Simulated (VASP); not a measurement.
# CsSi2 (P-6m2) in VASP: reference runs

Aim: a first look at CsSi2 with PBE, on the cell as given.

All numbers are computed with VASP 6.6.1; they aren't measurements. Logs are shortened: lines on timing, memory, paths and dates and some standing lists are left out, and cuts for length are marked.

## Step 1: The crystal as given

It takes space group P-6m2 (No. 187, hexagonal). Conventional cell: a = 6.372 Å, b = 6.372 Å, c = 4.479 Å, α = 90.00°, β = 90.00°, γ = 120.00°. Cs (site symmetry -6m2) has 6 Si at 3.85 Å as nearest neighbours. Around Si (site symmetry 3m) lie 2 Si at 2.24 Å.

The cell was built by a generator and needn't be a form met in nature.

## Step 2: Single point, PBE

Contents of INCAR:

```
SYSTEM = CsSi2
PREC = Accurate
ENCUT = 520
EDIFF = 1E-7
ISMEAR = -1
SIGMA = 0.05
LREAL = .False.
LASPH = .True.
NELM = 60
ALGO = Normal
ISIF = 2
LWAVE = .False.
LCHARG = .False.
GGA = PE
NBANDS = 16
```

Contents of KPOINTS:

```
regular mesh
0
Gamma
  5 5 6
  0 0 0
```

Contents of POSCAR:

```
CsSi2
1.0
    6.3715700000      0.0000000000      0.0000000000
   -3.1857800000      5.5179400000      0.0000000000
    0.0000000000      0.0000000000      4.4786600000
Cs Si
1 2
Direct
    0.0000000000      0.0000000000      0.0000000000
    0.6666700000      0.3333300000      0.2503900000
    0.6666700000      0.3333300000      0.7496100000
```

Potentials or basis: VASP PAW PBE potentials, release 64 (Cs_sv, Si).

Launch:

```console
$ cat potpaw_PBE.64/Cs_sv/POTCAR potpaw_PBE.64/Si/POTCAR > POTCAR
$ mpirun -np 1 vasp_std > vasp.out
```

OUTCAR:

```text
SYSTEM = CsSi2
   PREC = Accurate
   ENCUT = 520
   EDIFF = 1E-7
   ISMEAR = -1
   LREAL = .False.
   LASPH = .True.
   NELM = 60
   ISIF = 2
   GGA = PE

 ion  position               nearest neighbor table
   1  0.000  0.000  0.000-
   2  0.667  0.333  0.250-   3 2.24   3 2.24
   3  0.667  0.333  0.750-   2 2.24   2 2.24

  LATTYP: Found a hexagonal cell.
 ALAT       =     6.3715700000
 C/A-ratio  =     0.7029130968

  Lattice vectors:

 A1 = (   6.3715700000,   0.0000000000,   0.0000000000)
 A2 = (  -3.1857800000,   5.5179400000,   0.0000000000)
 A3 = (   0.0000000000,   0.0000000000,   4.4786600000)

Analysis of symmetry for initial positions (statically):
=====================================================================
 Subroutine PRICEL returns:
 Original cell was already a primitive cell.

 Routine SETGRP: Setting up the symmetry group for a
 hexagonal supercell.

 Subroutine GETGRP returns: Found  4 space group operations
 (whereof  4 operations were pure point group operations)
 out of a pool of 24 trial point group operations.

The static configuration has the point symmetry C_2v.

Analysis of symmetry for dynamics (positions and initial velocities):
=====================================================================
 Subroutine PRICEL returns:
 Original cell was already a primitive cell.

 Routine SETGRP: Setting up the symmetry group for a
 hexagonal supercell.

 Subroutine GETGRP returns: Found  4 space group operations
 (whereof  4 operations were pure point group operations)
 out of a pool of 24 trial point group operations.

The dynamic configuration has the point symmetry C_2v.

 Subroutine INISYM returns: Found  4 space group operations
 (whereof  4 operations are pure point group operations),
 and found     1 'primitive' translations

----------------------------------------------------------------------------------------

                                     Primitive cell

  volume of cell :     157.4605

  direct lattice vectors                    reciprocal lattice vectors
     6.371570000  0.000000000  0.000000000     0.156947189  0.090613384  0.000000000
    -3.185780000  5.517940000  0.000000000     0.000000000  0.181227052  0.000000000
     0.000000000  0.000000000  4.478660000     0.000000000  0.000000000  0.223281071

  length of vectors
     6.371570000  6.371566217  4.478660000     0.181226945  0.181227052  0.223281071

  position of ions in fractional coordinates (direct lattice)
     0.000000000  0.000000000  0.000000000
     0.666670000  0.333330000  0.250390000
     0.666670000  0.333330000  0.749610000

  ion indices of the primitive-cell ions
   primitive index   ion index
                 1           1
                 2           2
                 3           3

----------------------------------------------------------------------------------------

 KPOINTS: regular mesh

Automatic generation of k-mesh.
 Grid dimensions read from file:
 generate k-points for:    5    5    6

 Generating k-lattice:

  Cartesian coordinates                     Fractional coordinates (reciprocal lattice)
     0.031389438  0.018122677  0.000000000     0.200000000  0.000000000  0.000000000
     0.000000000  0.036245410  0.000000000     0.000000000  0.200000000  0.000000000
     0.000000000  0.000000000  0.037213512     0.000000000  0.000000000  0.166666667

  Length of vectors
     0.036245389  0.036245410  0.037213512

  Shift w.r.t. Gamma in fractional coordinates (k-lattice)
     0.000000000  0.000000000  0.000000000

 Subroutine IBZKPT returns following result:
 ===========================================

 Found     36 irreducible k-points:

 Following reciprocal coordinates:
            Coordinates               Weight
  0.000000  0.000000  0.000000      1.000000
  0.200000  0.000000  0.000000      4.000000
 -0.200000  0.200000  0.000000      2.000000
  0.400000  0.000000  0.000000      4.000000
 -0.400000  0.400000  0.000000      2.000000
  0.200000  0.200000  0.000000      2.000000
[... 16 lines left out ...]
 -0.400000  0.400000  0.333333      4.000000
  0.200000  0.200000  0.333333      4.000000
 [... further k-points ...]
   k-points           NKPTS =     36   k-points in BZ     NKDIM =     36   number of bands    NBANDS=     16
   number of dos      NEDOS =    301   number of ions     NIONS =      3
   total plane-waves  NPLWV =  82944
   dimension x,y,z NGX =    48 NGY =   48 NGZ =   36
   dimension x,y,z NGXF=    96 NGYF=   96 NGZF=   72
   ions per type =               1   2
   NGX,Y,Z   is equivalent  to a cutoff of  12.52, 12.52, 13.36 a.u.
   NGXF,Y,Z  is equivalent  to a cutoff of  25.05, 25.05, 26.73 a.u.
 SYSTEM =  CsSi2
   PREC   = accura    normal or accurate (medium, high low for compatibility)
   ISTART =      0    job   : 0-new  1-cont  2-samecut
   ICHARG =      2    charge: 1-file 2-atom 10-const
   ISPIN  =      1    spin polarized calculation?
   LNONCOLLINEAR =      F non collinear calculations
   LSORBIT =      F    spin-orbit coupling
   LASPH  =      T    aspherical Exc in radial PAW
   ENCUT  =  520.0 eV  38.22 Ry    6.18 a.u.  11.85 11.85  8.33*2*pi/ulx,y,z
   NELM   =     60;   NELMIN=  2; NELMDL= -5     # of ELM steps
   EDIFF  = 0.1E-06   stopping-criterion for ELM
   LREAL  =      F    real-space projection
   EDIFFG = 0.1E-05   stopping-criterion for IOM
   NSW    =      0    number of steps for IOM
   IBRION =     -1    ionic relax: 0-MD 1-quasi-New 2-CG
   NFREE  =      0    steps in history (QN), initial steepest desc. (CG)
   ISIF   =      2    stress and relaxation
   ISYM   =      2    0-nonsym 1-usesym 2-fastsym
   POTIM  = 0.5000    time-step for ionic-motion
   TEBEG  =    0.0;   TEEND  =   0.0 temperature during run
   PSTRESS=    0.0 pullay stress
   NELECT =      17.0000    total number of electrons
   NUPDOWN=      -1.0000    fix difference up-down
   EMIN   =  10.00;   EMAX   =-10.00  energy-range for DOS
   EFERMI =   0.00;   METHOD = LEGACY
   ISMEAR =    -1;   SIGMA  =   0.05  broadening in eV -4-tet -1-fermi 0-gaus
   EFERMI_NEDOS =   21; number of points for ismear=-14 and -15
   IALGO  =     38    algorithm
   IMIX   =      4    mixing-type and parameters
     AMIX     =   0.40;   BMIX     =  1.00
     AMIX_MAG =   1.60;   BMIX_MAG =  1.00
  volume/ion in A,a.u.               =      52.49       354.20
  Fermi-wavevector in a.u.,A,eV,Ry     =   0.779532  1.473102  8.267855  0.607670
  Thomas-Fermi vector in A             =   1.882656
   LORBIT       =      0    0 simple, 1 ext, 2 COOP (PROOUT), +10 PAW based schemes
   GGA     = PE    functional components
   LHFCALC =     F    Hartree Fock is set to
   AEXX    =    0.0000 exact exchange contribution
   IVDW    =     0    specifies the selected vdW correction
   LEPSILON=     F    determine dielectric tensor
   LRPA    =     F    only Hartree local field effects (RPA)
 non-spin polarized calculation
  energy-cutoff  :      520.00
  volume of cell :      157.46
 maximum number of plane-waves:      4283
   NGX = 23   NGY = 23   NGZ = 17

 number of electron      17.0000001 magnetization

 Free energy of the ion-electron system (eV)
  ---------------------------------------------------
  ext. energy  EPLUGINS =         0.00000000
  ---------------------------------------------------
  free energy    TOTEN  =        -9.84211107 eV

  energy without entropy =       -9.80991425  energy(sigma->0) =       -9.82601266

 E-fermi :   0.4575     XC(G=0):  -6.2329

 val. band max:        0.4562484791   @ k =  -0.4000   0.4000   0.5000
 cond. band min:       0.4800422725   @ k =   0.4000   0.2000   0.5000
 fundamental gap:      0.0237937934
 Fermi energy:         0.4574795494

 k-point     1 :       0.0000    0.0000    0.0000
  band No.  band energies     occupation
      1     -21.7650      2.00000
      2      -8.9860      2.00000
      3      -8.5752      2.00000
      4      -8.5752      2.00000
      5      -8.4830      2.00000
      6      -3.0319      2.00000
[... 8 lines left out ...]
     15       4.8568      0.00000
     16       6.3430      0.00000

 k-point     2 :       0.2000    0.0000    0.0000
  band No.  band energies     occupation
      1     -21.7647      2.00000
      2      -9.1219      2.00000
      3      -8.5799      2.00000
      4      -8.4816      2.00000
      5      -8.4201      2.00000
      6      -3.0231      2.00000
[... 8 lines left out ...]
     15       4.8181      0.00000
     16       6.3951      0.00000

 k-point     3 :      -0.2000    0.2000    0.0000
  band No.  band energies     occupation
      1     -21.7647      2.00000
      2      -9.1219      2.00000
      3      -8.5799      2.00000
      4      -8.4816      2.00000
      5      -8.4201      2.00000
      6      -3.0231      2.00000
[... 8 lines left out ...]
     15       4.8181      0.00000
     16       6.3910      0.00000

 k-point     4 :       0.4000    0.0000    0.0000
  band No.  band energies     occupation
      1     -21.7642      2.00000
      2      -9.2603      2.00000
      3      -8.5874      2.00000
      4      -8.4792      2.00000
      5      -8.2505      2.00000
      6      -3.0092      2.00000
[... 8 lines left out ...]
     15       4.7923      0.00000
     16       6.0550      0.00000

 k-point     5 :      -0.4000    0.4000    0.0000
  band No.  band energies     occupation
      1     -21.7642      2.00000
      2      -9.2604      2.00000
      3      -8.5874      2.00000
      4      -8.4792      2.00000
      5      -8.2505      2.00000
      6      -3.0092      2.00000
[... 8 lines left out ...]
     15       4.7922      0.00000
     16       6.0551      0.00000

 k-point     6 :       0.2000    0.2000    0.0000
  band No.  band energies     occupation
      1     -21.7643      2.00000
      2      -9.2365      2.00000
      3      -8.5907      2.00000
      4      -8.4796      2.00000
      5      -8.2754      2.00000
      6      -3.0116      2.00000
[... 8 lines left out ...]
     15       4.9812      0.00000
     16       6.3230      0.00000

 k-point     7 :      -0.2000    0.4000    0.0000
  band No.  band energies     occupation
      1     -21.7643      2.00000
      2      -9.2365      2.00000
      3      -8.5907      2.00000
      4      -8.4796      2.00000
      5      -8.2754      2.00000
      6      -3.0116      2.00000
[... 8 lines left out ...]
     15       4.9812      0.00000
     16       6.3230      0.00000

 k-point     8 :       0.4000    0.2000    0.0000
  band No.  band energies     occupation
      1     -21.7641      2.00000
      2      -9.2923      2.00000
      3      -8.5988      2.00000
      4      -8.4785      2.00000
      5      -8.1996      2.00000
      6      -3.0043      2.00000
[... 8 lines left out ...]
     15       5.2138      0.00000
     16       5.8527      0.00000

 k-point     9 :       0.4000    0.4000    0.0000
  band No.  band energies     occupation
      1     -21.7641      2.00000
      2      -9.2923      2.00000
      3      -8.5988      2.00000
      4      -8.4785      2.00000
      5      -8.1996      2.00000
      6      -3.0043      2.00000
[... 8 lines left out ...]
     15       5.2137      0.00000
     16       5.8527      0.00000
[... 172 lines left out ...]
 k-point    19 :       0.0000    0.0000    0.3333
  band No.  band energies     occupation
      1     -21.7447      2.00000
      2      -8.8483      2.00000
      3      -8.5332      2.00000
      4      -8.5332      2.00000
      5      -8.1540      2.00000
      6      -5.8796      2.00000
[... 8 lines left out ...]
     15       5.1146      0.00000
     16       6.3846      0.00000

 k-point    20 :       0.2000    0.0000    0.3333
  band No.  band energies     occupation
      1     -21.7444      2.00000
      2      -8.8415      2.00000
      3      -8.6551      2.00000
      4      -8.5370      2.00000
      5      -8.0295      2.00000
      6      -5.8726      2.00000
[... 8 lines left out ...]
     15       5.3135      0.00000
     16       5.6506      0.00000

 k-point    21 :      -0.2000    0.2000    0.3333
  band No.  band energies     occupation
      1     -21.7444      2.00000
      2      -8.8415      2.00000
      3      -8.6552      2.00000
      4      -8.5370      2.00000
      5      -8.0295      2.00000
      6      -5.8726      2.00000
[... 8 lines left out ...]
     15       5.3135      0.00000
     16       5.6506      0.00000

 k-point    22 :       0.4000    0.0000    0.3333
  band No.  band energies     occupation
      1     -21.7440      2.00000
      2      -8.8380      2.00000
      3      -8.7750      2.00000
      4      -8.5432      2.00000
      5      -7.8999      2.00000
      6      -5.8592      2.00000
[... 8 lines left out ...]
     15       5.3548      0.00000
     16       5.5874      0.00000

 k-point    23 :      -0.4000    0.4000    0.3333
  band No.  band energies     occupation
      1     -21.7440      2.00000
      2      -8.8380      2.00000
      3      -8.7750      2.00000
      4      -8.5432      2.00000
      5      -7.8999      2.00000
      6      -5.8592      2.00000
[... 8 lines left out ...]
     15       5.3548      0.00000
     16       5.5873      0.00000

 k-point    24 :       0.2000    0.2000    0.3333
  band No.  band energies     occupation
      1     -21.7441      2.00000
      2      -8.8360      2.00000
      3      -8.7556      2.00000
      4      -8.5459      2.00000
      5      -7.9199      2.00000
      6      -5.8618      2.00000
[... 8 lines left out ...]
     15       5.2394      0.00000
     16       5.7428      0.00000

 [... further k-points ...]

------------------------ aborting loop because EDIFF is reached ----------------------------------------

  FORCE on cell =-STRESS in cart. coord.  units (eV):
  Direction    XX          YY          ZZ          XY          YZ          ZX
  --------------------------------------------------------------------------------------
  -------------------------------------------------------------------------------------
  Total       -0.0236656     -0.0237414     -1.5826818     -0.0000656      0.0000000      0.0000000
  in kB       -0.2408001     -0.2415710    -16.1039589     -0.0006679      0.0000000      0.0000000
  external PRESSURE =      -5.5287767 kB  Pullay stress =       0.0000000 kB

 VOLUME and BASIS-vectors are now :
 -----------------------------------------------------------------------------
  energy-cutoff  :      520.00
  volume of cell :      157.46
      direct lattice vectors                 reciprocal lattice vectors
     6.371570000  0.000000000  0.000000000     0.156947189  0.090613384  0.000000000
    -3.185780000  5.517940000  0.000000000     0.000000000  0.181227052  0.000000000
     0.000000000  0.000000000  4.478660000     0.000000000  0.000000000  0.223281071

 POSITION                                       TOTAL-FORCE (eV/Angst)
 -----------------------------------------------------------------------------------
      0.00000      0.00000      0.00000         0.000033     -0.000019      0.000000
      3.18582      1.83929      1.12141        -0.000017      0.000010      0.163435
      3.18582      1.83929      3.35725        -0.000017      0.000010     -0.163435
 -----------------------------------------------------------------------------------
    total drift:                               -0.000007     -0.000001     -0.000000

  FREE ENERGIE OF THE ION-ELECTRON SYSTEM (eV)
  ---------------------------------------------------
  free  energy   TOTEN  =        -9.8421110657 eV

  energy  without entropy=       -9.8099142496  energy(sigma->0) =       -9.82601266
```

It took 64 s on 1 thread of Intel Xeon Platinum 8488C (Sapphire Rapids), shared host; peak memory 0.31 GiB.

Results:

```
Free energy            : -9.8421 eV
Pressure               : -0.6 GPa
Largest force          : 0.163 eV/Å
Band gap on the k mesh : none (metal or under the smearing width)
```

Forces in eV/Å, atoms in the order of the input:
```
Cs   0.000  0.000  0.000
Si   0.000  0.000  0.163
Si   0.000  0.000 -0.163
```

The run has no spin-orbit coupling, so splittings on Cs are missing.
